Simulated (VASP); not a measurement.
Calculation: PBEsol GGA, VASP's PBE PAW potentials (set 64) (plane waves; VASP 6.6.1).

Input for VASP

**INCAR**
```
ALGO=Normal
EDIFF=1E-6
EDIFFG=-0.02
ENCUT=500
GGA=PS
IBRION=2
ISIF=3
ISMEAR=1
LASPH=T
LCHARG=F
LMAXMIX=4
LREAL=F
LWAVE=F
NELM=100
NSW=40
PREC=Accurate
PSTRESS=450
SIGMA=0.1
SYSTEM=Ru
```

**POSCAR**
```
Ru
1
    1.3131544441    -2.2744503971     0.0000000000
    1.3131544441     2.2744503971     0.0000000000
    0.0000000000     0.0000000000     4.1488746974
Ru
2
Direct
  0.3333330000   0.6666670000   0.2500000000
  0.6666670000   0.3333330000   0.7500000000
```

KPOINTS:
```
kpoints
0
Gamma
16 16 9
0 0 0
```

POTCAR, in this order: Ru_pv (PBE.64 set). Program: vasp_std.

Energy and stress use the plane-wave basis of the starting cell.

Question: Predict the energy per atom (σ→0), volume per atom, band gap (on the k-mesh).

Answer: 
* **energy per atom (σ→0)**: -10.008 eV/atom
* **band gap (on the k-mesh)**: none (metal, semimetal or under 0.01 eV)
* **volume per atom**: 12.03 Å³/atom

OSZICAR:
```
...
DAV:   5    -0.200163277779E+02   -0.89116E-06   -0.23855E-06  4646   0.108E-02
   6 F= -.13257435E+02 E0= -.13257511E+02  d E =0.262013E-04
       N       E                     dE             d eps       ncg     rms          rms(c)
DAV:   1    -0.200171480941E+02   -0.82121E-03   -0.15790E-02  5444   0.111E+00    0.119E-01
DAV:   2    -0.200168205916E+02    0.32750E-03   -0.45815E-04  5436   0.214E-01    0.531E-02
DAV:   3    -0.200167431360E+02    0.77456E-04   -0.25906E-04  6428   0.118E-01    0.122E-02
DAV:   4    -0.200167435493E+02   -0.41331E-06   -0.81055E-06  5992   0.335E-02
   7 F= -.13257509E+02 E0= -.13257597E+02  d E =-.475829E-04
```

The compound is Ru in the hcp structure. This run relaxes it under an external pressure of 45 GPa. Symmetry was kept, so distortions that lower it aren't found.
